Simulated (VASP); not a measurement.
All values below come from PBE GGA, VASP's PBE PAW potentials (set 64) (plane waves; VASP).

Gaps are without spin-orbit coupling.

The volume per atom is 5.96 Å³/atom and the band gap (over mesh and band path) comes out as 4.45 eV. The smallest direct gap (over mesh and band path) comes out as 8.78 eV.

Task: Which relaxed crystal gives these values?
A) Te, P3_121 (152)
B) BN, F-43m (216)
C) AgI, P6_3mc (186)
D) LiF, Fm-3m (225)

Result: B, BN, F-43m (216)
